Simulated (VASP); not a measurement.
All values below come from r2SCAN meta-GGA, VASP's PBE PAW potentials (set 64) (plane waves; VASP 6.6.1).

Input for VASP

File KPOINTS:
```
Automatic mesh
0
Gamma
11 11 11
0 0 0
```

File KPOINTS_OPT:
```
k-points along high-symmetry lines
6
Line-mode
Reciprocal
  0.000000   0.000000   0.000000 ! GAMMA
  0.500000   0.000000   0.000000 ! M

  0.500000   0.000000   0.000000 ! M
  0.333333   0.333333   0.000000 ! K

  0.333333   0.333333   0.000000 ! K
  0.000000   0.000000   0.000000 ! GAMMA

  0.000000   0.000000   0.000000 ! GAMMA
  0.000000   0.000000   0.500000 ! A

  0.000000   0.000000   0.500000 ! A
  0.500000   0.000000   0.500000 ! L

  0.500000   0.000000   0.500000 ! L
  0.333333   0.333333   0.500000 ! H

  0.333333   0.333333   0.500000 ! H
  0.000000   0.000000   0.500000 ! A

  0.500000   0.000000   0.500000 ! L
  0.500000   0.000000   0.000000 ! M

  0.333333   0.333333   0.500000 ! H
  0.333333   0.333333   0.000000 ! K
```

**POSCAR**
```
HgTe
1
    4.1291934853    -0.0000000111     0.0000000000
   -2.0645972618     3.5759869574    -0.0000000000
    0.0000000000     0.0000000000     3.9236308627
Hg Te
1 1
Direct
  0.0000000000   0.0000000000   0.0000000000
  0.6666670000   0.3333330000   0.5000000000
```

### INCAR
```
ALGO = Normal
EDIFF = 1E-7
ENCUT = 400
ISIF = 2
ISMEAR = -5
LASPH = .TRUE.
LCHARG = .FALSE.
LMAXMIX = 6
LMIXTAU = .TRUE.
LORBIT = 11
LREAL = .FALSE.
LWAVE = .FALSE.
METAGGA = R2SCAN
NEDOS = 601
NELM = 100
PREC = Accurate
SYSTEM = HgTe
```

POTCAR, in this order: Hg Te (PBE.64 set). Program: vasp_std.

Output of the run:

OSZICAR:
```
       N       E                     dE             d eps       ncg     rms          rms(c)
DAV:   1     0.179986133638E+02    0.17999E+02   -0.73950E+03  2544   0.101E+03
DAV:   2    -0.762839345174E+02   -0.94283E+02   -0.90061E+02  2871   0.251E+02
DAV:   3    -0.796254624916E+02   -0.33415E+01   -0.33241E+01  2921   0.499E+01
DAV:   4    -0.796478822188E+02   -0.22420E-01   -0.22447E-01  3152   0.393E+00
DAV:   5    -0.796481136214E+02   -0.23140E-03   -0.23134E-03  2996   0.317E-01    0.621E+00
DAV:   6    -0.745036879148E+02    0.51444E+01   -0.30863E+00  2671   0.245E+01    0.800E+00
DAV:   7    -0.745446572539E+02   -0.40969E-01   -0.20224E-01  2546   0.536E+00    0.489E+00
DAV:   8    -0.744230448840E+02    0.12161E+00   -0.98120E-02  2811   0.313E+00    0.200E+00
DAV:   9    -0.745594743059E+02   -0.13643E+00   -0.13447E-01  2636   0.346E+00    0.351E-01
DAV:  10    -0.745645607525E+02   -0.50864E-02   -0.57192E-03  2621   0.670E-01    0.277E-01
DAV:  11    -0.745650597449E+02   -0.49899E-03   -0.21597E-03  2716   0.480E-01    0.117E-01
DAV:  12    -0.745645849552E+02    0.47479E-03   -0.50616E-04  2646   0.252E-01    0.421E-02
DAV:  13    -0.745650937902E+02   -0.50883E-03   -0.14368E-03  2626   0.377E-01    0.228E-02
DAV:  14    -0.745651845833E+02   -0.90793E-04   -0.42962E-05  2831   0.523E-02    0.176E-02
DAV:  15    -0.745651997571E+02   -0.15174E-04   -0.79290E-06  2671   0.291E-02    0.136E-02
DAV:  16    -0.745653048350E+02   -0.10508E-03   -0.48221E-05  2566   0.742E-02    0.740E-03
DAV:  17    -0.745653109433E+02   -0.61083E-05   -0.29842E-06  2916   0.155E-02    0.870E-03
DAV:  18    -0.745653103941E+02    0.54925E-06   -0.12279E-07  2270   0.409E-03    0.742E-03
DAV:  19    -0.745653074589E+02    0.29352E-05   -0.15263E-07  1996   0.293E-03    0.176E-03
DAV:  20    -0.745653068463E+02    0.61264E-06   -0.56106E-08  1308   0.227E-03    0.190E-03
DAV:  21    -0.745653069529E+02   -0.10660E-06   -0.70370E-09  1263   0.870E-04    0.156E-03
DAV:  22    -0.745653066249E+02    0.32798E-06   -0.60079E-09  1263   0.846E-04    0.426E-04
DAV:  23    -0.745653069456E+02   -0.32073E-06   -0.15421E-09  1253   0.450E-04    0.225E-04
DAV:  24    -0.745653068959E+02    0.49761E-07   -0.26198E-10  1248   0.155E-04
   1 F= -.74565307E+02 E0= -.74565307E+02  d E =0.000000E+00
       N       E                     dE             ncg
```

**OUTCAR**
```
------------------------ aborting loop because EDIFF is reached ----------------------------------------
  FORCE on cell =-STRESS in cart. coord.  units (eV):
  Direction    XX          YY          ZZ          XY          YZ          ZX
  --------------------------------------------------------------------------------------
  Total        0.0899434      0.0899435     -0.0663840     -0.0000000     -0.0000000      0.0000000
  in kB        2.4873149      2.4873156     -1.8357981     -0.0000004     -0.0000000      0.0000000
  external PRESSURE =       1.0462775 kB  Pullay stress =       0.0000000 kB
  volume of cell :       57.94
      direct lattice vectors                 reciprocal lattice vectors
     4.129193485 -0.000000011  0.000000000     0.242178044  0.139821574  0.000000000
    -2.064597262  3.575986957  0.000000000     0.000000001  0.279643079  0.000000000
     0.000000000  0.000000000  3.923630863     0.000000000  0.000000000  0.254865974
 POSITION                                       TOTAL-FORCE (eV/Angst)
 -----------------------------------------------------------------------------------
      0.00000      0.00000      0.00000         0.000000     -0.000000      0.000000
      2.06460      1.19199      1.96182        -0.000000      0.000000      0.000000
 -----------------------------------------------------------------------------------
    total drift:                               -0.000552      0.000311      0.000000
  FREE ENERGIE OF THE ION-ELECTRON SYSTEM (eV)
  ---------------------------------------------------
  free  energy   TOTEN  =       -74.5653068959 eV

  energy  without entropy=      -74.5653068959  energy(sigma->0) =      -74.56530690

 total charge

# of ion       s       p       d       tot
------------------------------------------
    1        0.780   0.277   9.357  10.415
    2        1.410   1.897   0.031   3.338
--------------------------------------------------
tot          2.190   2.174   9.389  13.753
```
(Selected blocks of OUTCAR.)

For a metal the tetrahedron method with Blöchl corrections gives inexact stress and forces.

The structure was generated: HgTe was put into the WC type (P-6m2), which need not be its known phase. It was relaxed first.
